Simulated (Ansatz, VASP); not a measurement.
# MgS (Niningerite) in two plane-wave programs, part 2 of 2

Wanted: the spread between two codes on one cell, functional and k mesh. The cell is taken from a series of VASP runs on this material, whose earlier steps may have relaxed, scaled or displaced it; both programs get it as it stands.

VASP 6.6.1 and Ansatz 0.2.0.

So far. Step 2 (VASP: band structure, r2SCAN): The run ends at a pressure of -0.46 GPa.

## Step 6: VASP: band structure, LDA

Level of this step: LDA; plane waves and PAW (S, Mg) (VASP).

The same path points are solved in both programs, so levels can be compared one by one. The cell compared in this pair holds 33.50 Å³, against 35.22 Å³ for the pair before.

INCAR reads:

```
SYSTEM = MgS
PREC = Accurate
ENCUT = 350
EDIFF = 1E-06
NELM = 100
ISMEAR = 0
SIGMA = 0.03
LREAL = .FALSE.
ALGO = Normal
GGA = CA
NBANDS = 16
LORBIT = 11
LWAVE = .FALSE.
LCHARG = .FALSE.
KPAR = 4
LASPH = .TRUE.
```

POSCAR reads:

```
MgS
1.0
    0.0000000000      2.5585504375      2.5585504375
    2.5585504375      0.0000000000      2.5585504375
    2.5585504375      2.5585504375      0.0000000000
S Mg
1 1
Direct
    0.5000000000      0.5000000000      0.5000000000
    0.0000000000      0.0000000000      0.0000000000
```

KPOINTS reads:

```
Automatic mesh
0
Gamma
8 8 8
0 0 0
```

KPOINTS_OPT reads:

```
Line mode
10
Line-mode
Reciprocal
  0.00000000   0.00000000   0.00000000 GAMMA
  0.50000000   0.00000000   0.50000000 X

  0.50000000   0.00000000   0.50000000 X
  0.50000000   0.25000000   0.75000000 W

  0.50000000   0.25000000   0.75000000 W
  0.37500000   0.37500000   0.75000000 K

  0.37500000   0.37500000   0.75000000 K
  0.00000000   0.00000000   0.00000000 GAMMA

  0.00000000   0.00000000   0.00000000 GAMMA
  0.50000000   0.50000000   0.50000000 L

  0.50000000   0.50000000   0.50000000 L
  0.62500000   0.25000000   0.62500000 U

  0.62500000   0.25000000   0.62500000 U
  0.50000000   0.25000000   0.75000000 W

  0.50000000   0.25000000   0.75000000 W
  0.50000000   0.50000000   0.50000000 L

  0.50000000   0.50000000   0.50000000 L
  0.37500000   0.37500000   0.75000000 K

  0.62500000   0.25000000   0.62500000 U
  0.50000000   0.00000000   0.50000000 X
```

PAW data sets: S and Mg (LDA family, release 64).

Run with:

```
$ mpirun -np 4 vasp_std
```

Numbers of over 12 decimals in the logs are rounded to 6 here.

The program printed:

```text
[banner, memory and clock lines left out]
running    4 mpi-ranks, on    1 nodes
[...]
LDA part: xc-table for (Slater(with rela. corr.)+CA(PZ))
 , standard interpolation
 POSCAR, INCAR and KPOINTS ok, starting setup
[...]
entering main loop
       N       E                     dE             d eps       ncg     rms          rms(c)
DAV:   1     0.122994797464E+02    0.12299E+02   -0.25615E+03  1016   0.285E+02
DAV:   2    -0.932740842081E+01   -0.21627E+02   -0.20486E+02  1288   0.720E+01
DAV:   3    -0.100111913434E+02   -0.68378E+00   -0.68333E+00  1104   0.119E+01
DAV:   4    -0.100137960430E+02   -0.26047E-02   -0.26047E-02  1216   0.863E-01
[...]
DAV:  10    -0.959198731853E+01    0.37730E-04   -0.99420E-05  1144   0.364E-02    0.856E-02
DAV:  11    -0.959198298575E+01    0.43328E-05   -0.20760E-05  1184   0.153E-02    0.278E-02
DAV:  12    -0.959198294346E+01    0.42291E-07   -0.34127E-07   616   0.300E-03
   1 F= -.95919829E+01 E0= -.95919829E+01  d E =-.508086E-20
 Start KPOINTS_OPT (optional k-point list driver)
k-point batch [1-29\100]
       N       E                     dE             ncg
DAV:   1     0.402037474281E+03   -0.60748E+04     1016
DAV:   2    -0.138835014834E+03   -0.54087E+03     1264
DAV:   3    -0.155544282533E+03   -0.16709E+02     1152
DAV:   4    -0.155610820345E+03   -0.66538E-01     1184
DAV:   5    -0.155611270779E+03   -0.45043E-03     1136
DAV:   6    -0.155611274744E+03   -0.39659E-05     1192
DAV:   7    -0.155611274788E+03   -0.43343E-07      952
[...]
k-point batch [88-100\100]
       N       E                     dE             ncg
DAV:   1     0.369399458744E+04   -0.31980E+04      472
DAV:   2     0.345618649587E+04   -0.23781E+03      592
DAV:   3     0.345042756432E+04   -0.57589E+01      480
DAV:   4     0.345040299689E+04   -0.24567E-01      560
DAV:   5     0.345040281399E+04   -0.18291E-03      504
DAV:   6     0.345040281228E+04   -0.17044E-05      568
DAV:   7     0.345040281227E+04   -0.15961E-07      416
```

Parts of OUTCAR (step 6):

```text
  Total        0.0041689      0.0041689      0.0041689      0.0000000     -0.0000000      0.0000000
  in kB        0.1993982      0.1993982      0.1993982      0.0000000     -0.0000000      0.0000000
  external PRESSURE =       0.1993982 kB  Pullay stress =       0.0000000 kB

 POSITION                                       TOTAL-FORCE (eV/Angst)
 -----------------------------------------------------------------------------------
      2.55855      2.55855      2.55855        -0.000000     -0.000000      0.000000
      0.00000      0.00000      0.00000         0.000000      0.000000     -0.000000
 -----------------------------------------------------------------------------------
    total drift:                               -0.000000     -0.000000      0.000000

  FREE ENERGIE OF THE ION-ELECTRON SYSTEM (eV)
  ---------------------------------------------------
  free  energy   TOTEN  =        -9.5919829435 eV

  energy  without entropy=       -9.5919829435  energy(sigma->0) =       -9.59198294

[... 1 part as in an earlier step ...]

[... 2 further parts left out ...]
[key lines of the parts left out:]
E-fermi :   4.2288
```

The run ends at a pressure of 0.02 GPa.

## Step 7: Ansatz: band structure, LDA

The same cell, functional (in two slightly different forms), mesh and smearing now go to Ansatz, which takes its cutoff from its data sets.

The cell is taken from a series of VASP runs on this material, whose earlier steps may have relaxed, scaled or displaced it; both programs get it as it stands.

input.yaml reads:

```yaml
crystal:
  lattice:
    - [0.0, 2.5585504375, 2.5585504375]
    - [2.5585504375, 0.0, 2.5585504375]
    - [2.5585504375, 2.5585504375, 0.0]
  atoms:
    - { symbol: S, position: [0.5, 0.5, 0.5] }
    - { symbol: Mg, position: [0.0, 0.0, 0.0] }
hamiltonian:
  xc: lda
  pseudopotentials: { kind: paw }
kpoints:
  mp_grid: { grid: [8, 8, 8] }
  band_path:
    path:
      - [0.0, 0.0, 0.0]
      - [0.16667, 0.0, 0.16667]
      - [0.33333, 0.0, 0.33333]
      - [0.5, 0.0, 0.5]
      - [0.5, 0.08333, 0.58333]
      - [0.5, 0.19444, 0.69444]
      - [0.5, 0.25, 0.75]
      - [0.45833, 0.29167, 0.75]
      - [0.40278, 0.34722, 0.75]
      - [0.375, 0.375, 0.75]
      - [0.20833, 0.20833, 0.41667]
      - [0.08333, 0.08333, 0.16667]
      - [0.0, 0.0, 0.0]
      - [0.22222, 0.22222, 0.22222]
      - [0.38889, 0.38889, 0.38889]
      - [0.51389, 0.47222, 0.51389]
      - [0.55556, 0.38889, 0.55556]
      - [0.61111, 0.27778, 0.61111]
      - [0.61111, 0.25, 0.63889]
      - [0.56944, 0.25, 0.68056]
      - [0.51389, 0.25, 0.73611]
      - [0.5, 0.27778, 0.72222]
      - [0.5, 0.38889, 0.61111]
      - [0.5, 0.47222, 0.52778]
      - [0.48611, 0.48611, 0.52778]
      - [0.43056, 0.43056, 0.63889]
      - [0.38889, 0.38889, 0.72222]
      - [0.59722, 0.19444, 0.59722]
      - [0.55556, 0.11111, 0.55556]
      - [0.5, 0.0, 0.5]
    npoints: 1
scf:
  occupations: { method: gaussian, width: 0.03 }
  n_extra_bands: 7
output:
  forces: true
  stress: true
  eigenvalues: true
```

Run with:

```
$ ansatz run input.yaml --threads 2 --pin off --max-ram 4608MiB --backend cpu --events-out ev --progress --plain --runs-dir out
```

The program printed:

```text
[...]
Crystal: 2 atoms, lattice volume = 33.497 Å³
Basis set: ecut = 420 eV, 645 PW (Γ)
Bands: 15, of which v1, the nominal top of the filled ones, is band 8 counted from 1 (7 counted from 0)
Symmetry: 48 space group operations
[...]
k-points: 29 of 512
[...]
k-point 0: bands = [... 4 lower, -6.1658, 6.7832, 6.7832, 6.7832, 10.6675, 14.5421, 14.5421, 14.5421, ... 3 higher]
  k-point 1: bands = [... 4 lower, -5.9993, 5.6733, 6.6699, 6.6699, 11.4611, 14.2736, 14.8109, 14.8109, ... 3 higher]
  k-point 2: bands = [... 4 lower, -5.5451, 3.7992, 6.4250, 6.4250, 11.7302, 14.4696, 14.4696, 15.1990, ... 3 higher]
  k-point 28: bands = [... 4 lower, -4.2286, 3.2924, 3.2924, 4.2268, 12.0483, 14.6638, 14.6638, 14.8250, ... 3 higher]
[key lines of the parts left out:]
SCF converged after 6 iterations
Free energy (F): -2774.178120 eV
Fermi energy:    8.114307 eV
P = ⅓ Tr σ = 0.5989 GPa (5.989 kbar)
```

The job ended after 0.81 s (2 threads of Arm Neoverse V1, shared host; peak memory 0.26 GiB; 1.4 s of CPU time).

## Step 8: Comparison

What differs besides the data sets and the points named for the pairs above, as far as they apply: the two LDA forms differ slightly; the cutoff is 420 eV in Ansatz and 350 eV in VASP; VASP's log shows a relativistic correction to its local exchange, Ansatz's none. Total energies have different zeros and are not compared.

Compared:

```csv
quantity,Ansatz,VASP,difference
pressure (GPa),0.60,0.02,+0.58
gap over the path points (eV),2.662,2.664,-0.002
```

Levels at points of the path, from each program's valence-band top (eV; 3 filled, then empty):

| k (reciprocal lattice) | Ansatz | VASP |
| --- | --- | --- |
| 0.000 0.000 0.000 | 0.00 0.00 0.00 3.88 7.76 7.76 | 0.00 0.00 0.00 3.90 7.80 7.80 |
| 0.167 0.000 0.167 | -1.61 -0.58 -0.58 5.50 6.27 7.85 | -1.61 -0.58 -0.58 5.51 6.29 7.88 |
| 0.333 0.000 0.333 | -3.62 -1.46 -1.46 3.80 4.66 9.96 | -3.63 -1.47 -1.47 3.81 4.67 9.97 |
| 0.500 0.000 0.500 | -4.51 -1.82 -1.82 2.66 4.09 12.29 | -4.52 -1.82 -1.82 2.66 4.09 12.29 |
| 0.500 0.083 0.583 | -4.39 -2.13 -2.04 3.18 4.64 11.12 | -4.41 -2.13 -2.04 3.18 4.65 11.19 |
| 0.500 0.194 0.694 | -3.88 -3.04 -2.48 4.80 6.62 8.62 | -3.89 -3.05 -2.49 4.81 6.64 8.65 |
| 0.500 0.250 0.750 | -3.49 -3.49 -2.56 5.26 7.88 7.88 | -3.50 -3.50 -2.56 5.28 7.91 7.91 |
| 0.458 0.292 0.750 | -3.76 -3.35 -2.28 4.90 7.03 8.47 | -3.77 -3.35 -2.29 4.91 7.05 8.50 |
| 0.403 0.347 0.750 | -3.96 -3.42 -1.60 3.95 6.65 9.45 | -3.97 -3.43 -1.61 3.95 6.68 9.50 |
| 0.375 0.375 0.750 | -3.98 -3.44 -1.48 3.77 6.62 9.69 | -4.00 -3.44 -1.48 3.78 6.64 9.74 |

Among the levels compared at these points, filled levels agree within 14 meV and empty ones within 93 meV.

## Step 9: VASP: dielectric response, LDA

The response to a field tests empty states and converges slowly with the mesh. The cell compared in this pair holds 35.22 Å³, against 33.50 Å³ for the pair before.

INCAR reads:

```
SYSTEM = MgS
PREC = Accurate
ENCUT = 350
EDIFF = 1E-08
NELM = 100
ISMEAR = 0
SIGMA = 0.01
LREAL = .FALSE.
ALGO = Normal
GGA = CA
NBANDS = 10
LORBIT = 11
LWAVE = .FALSE.
LCHARG = .FALSE.
KPAR = 4
LEPSILON = .TRUE.
LPEAD = .TRUE.
```

POSCAR reads:

```
MgS
1.0
    0.0000000000      2.6016500000      2.6016500000
    2.6016500000      0.0000000000      2.6016500000
    2.6016500000      2.6016500000      0.0000000000
S Mg
1 1
Direct
    0.5000000000      0.5000000000      0.5000000000
    0.0000000000      0.0000000000      0.0000000000
```

KPOINTS reads:

```
Automatic mesh
0
Gamma
10 10 10
0 0 0
```

Run with:

```
$ mpirun -np 4 vasp_std
```

The program printed:

```text
[... set-up lines as in an earlier step ...]
 entering main loop
       N       E                     dE             d eps       ncg     rms          rms(c)
DAV:   1     0.128049825297E+02    0.12805E+02   -0.30116E+03  1020   0.469E+02
DAV:   2    -0.919161221870E+01   -0.21997E+02   -0.20826E+02  1210   0.885E+01
DAV:   3    -0.100038632581E+02   -0.81225E+00   -0.81111E+00  1152   0.181E+01
DAV:   4    -0.100080977929E+02   -0.42345E-02   -0.42341E-02  1136   0.156E+00
[...]
DAV:  12    -0.957118007479E+01   -0.17369E-07   -0.38702E-07  1088   0.459E-03    0.127E-02
DAV:  13    -0.957118004129E+01    0.33494E-07   -0.65354E-08  1030   0.134E-03    0.353E-04
DAV:  14    -0.957118004112E+01    0.17138E-09   -0.50074E-09   566   0.341E-04
   1 F= -.95711800E+01 E0= -.95711800E+01  d E =-.187006E-36
 Linear response reoptimize wavefunctions to high precision
DAV:   1    -0.957118004149E+01   -0.36965E-09   -0.43823E-10   590   0.167E-04
DAV:   2    -0.957118004153E+01   -0.34277E-10   -0.33137E-11   528   0.409E-05
 Linear response to external field (no local field effect), progress :
[...]
RMM:  10    -0.475096657992E+00    0.94544E-06   -0.11281E-07  3509   0.100E-04    0.346E-05
RMM:  11    -0.475096630889E+00    0.27103E-07   -0.18332E-09  2485   0.554E-05    0.471E-06
 change of polarisation eV/A/(eV/A) component  2 :     0.281     0.882     0.003
 dielectric tensor                  component  2 :     1.445     5.532     0.016
 Linear response to external field, progress :
  Direction:   3
       N       E                     dE             d eps       ncg     rms          rms(c)
RMM:   1    -0.495288187154E+00   -0.49529E+00   -0.18856E+00  1244   0.282E+00
RMM:   2    -0.503384226807E+00   -0.80960E-02   -0.69623E-03  1223   0.460E-01    0.144E+00
RMM:   3    -0.458454537127E+00    0.44930E-01   -0.41264E-02  3705   0.881E-01    0.719E-01
RMM:   4    -0.464871695959E+00   -0.64172E-02   -0.14472E-02  4145   0.575E-01    0.210E-01
[...]
RMM:   9    -0.475109438340E+00   -0.49269E-05   -0.35143E-08  4047   0.368E-04    0.109E-04
RMM:  10    -0.475108489251E+00    0.94909E-06   -0.12512E-07  3497   0.997E-05    0.349E-05
RMM:  11    -0.475108466807E+00    0.22445E-07   -0.85216E-09  2493   0.553E-05    0.473E-06
 change of polarisation eV/A/(eV/A) component  3 :     0.053     0.216     0.882
 dielectric tensor                  component  3 :     0.275     1.112     5.532
 Born effective charges drift removed
```

From OUTCAR (step 9):

```text
  Total       -0.8394443     -0.8394443     -0.8394443     -0.0000000      0.0000000      0.0000000
  in kB      -38.1879050    -38.1879050    -38.1879050     -0.0000000      0.0000000      0.0000000
  external PRESSURE =     -38.1879050 kB  Pullay stress =       0.0000000 kB

 MACROSCOPIC STATIC DIELECTRIC TENSOR (including local field effects in DFT)
 ------------------------------------------------------
           5.531781     0.000000     0.000000
           0.000000     5.531781    -0.000000
           0.000000     0.000000     5.531781
 ------------------------------------------------------

[... 2 parts as in an earlier step ...]

[... 1 further part left out ...]
```

Energies printed during the response cycles are not total energies of the cell.

## Step 10: Ansatz: dielectric response, LDA

The same cell, functional (in two slightly different forms) and mesh now go to Ansatz, which takes its cutoff from its data sets.

The cell is taken from a series of VASP runs on this material, whose earlier steps may have relaxed, scaled or displaced it; both programs get it as it stands.

input.yaml reads:

```yaml
crystal:
  lattice:
    - [0.0, 2.60165, 2.60165]
    - [2.60165, 0.0, 2.60165]
    - [2.60165, 2.60165, 0.0]
  atoms:
    - { symbol: S, position: [0.5, 0.5, 0.5] }
    - { symbol: Mg, position: [0.0, 0.0, 0.0] }
hamiltonian:
  xc: lda
  pseudopotentials: { kind: paw }
kpoints:
  mp_grid: { grid: [10, 10, 10] }
scf:
  occupations: { method: fixed }
dielectric:
  method: response
```

Run with:

```
$ ansatz run input.yaml --threads 2 --pin off --max-ram 4608MiB --backend cpu --events-out ev --progress --plain --runs-dir out
```

The program printed:

```text
[...]
Crystal: 2 atoms, lattice volume = 35.219 Å³
Basis set: ecut = 420 eV, 701 PW (Γ), exchange–correlation on 50×50×50 points (8 copies of the dense FFT grid, shifted against one another)
Bands: 12, of which v1, the nominal top of the filled ones, is band 8 counted from 1 (7 counted from 0)
Symmetry: 48 space group operations
k-points: 102 of 1000 (irreducible under 8 space group operations, time reversal used)
[...]
site 0:
        -2.33616    0.00000    0.00000
         0.00000   -2.33616   -0.00000
        -0.00000   -0.00000   -2.33616
    site 1:
         2.33616   -0.00000   -0.00000
        -0.00000    2.33616    0.00000
         0.00000    0.00000    2.33616
  Z* charge neutrality: 2.104e-4 e pre-enforcement
  solved inside a basis spanned on kpoints, on 10×10×10 k-points, its susceptibility summed on 14×14×14: ε∞ is read to err by 1.4e-2, Z* by 1.1e-2 e (field_mesh: kpoints solves on kpoints); Z* is corrected for what the basis lacks
[key lines of the parts left out:]
SCF converged after 8 iterations
Free energy (F): -2774.163071 eV
Fermi energy:    6.186892 eV
```

The job ended after 17 s (2 threads; peak memory 0.43 GiB).

## Step 11: Side by side

What differs besides the data sets and the points named for the pairs above, as far as they apply: VASP's response is taken on the typed mesh, Ansatz refines its own for the field response alone. Total energies have different zeros and are not compared.

The two programs side by side:

```
                                     quantity  Ansatz   VASP  difference
                                        ε∞ xx    5.59   5.53     +1.00 %
                                        ε∞ yy    5.59   5.53     +1.00 %
                                        ε∞ zz    5.59   5.53     +1.00 %
 Born charge of S1 (mean of the diagonal) (e)   -2.34  -2.33       -0.01
Born charge of Mg2 (mean of the diagonal) (e)    2.34   2.33       +0.01
```

## Step 12: Results

```yaml
difference_in_gap_over_the_path_points_band_structure_r2scan: 0.028 eV
difference_in_gap_over_the_path_points_band_structure_lda: -0.0020 eV
difference_in_pressure_band_structure_lda: 0.58 GPa
difference_in_eps_infinity_xx_dielectric_response_lda: 1.00 %
```

What this shows: The difference in pressure is 0.58 GPa (band structure, LDA), within the 1 GPa picked in this series as the mark of a large difference. For band structure, r2SCAN, no further run moves any of the tabulated differences by more than a quarter of its size. 2 further runs of this series are not shown here. Such differences can come from data sets, numerical settings and the points named under the comparisons, not from the functional's error against experiment.

[Lines on the potential files, build, host, timing and source positions are cut from VASP's logs without a mark.]

[Logs are printed without paths, hosts, clocks, repeated set-up lines and the standing remarks that a program may print on its own settings, such as how far it seeks lower states.]

[Hosts, paths, dates, database ids (printed as entryN), source tags and the programs' standing remarks are cut or masked in the printed files.]
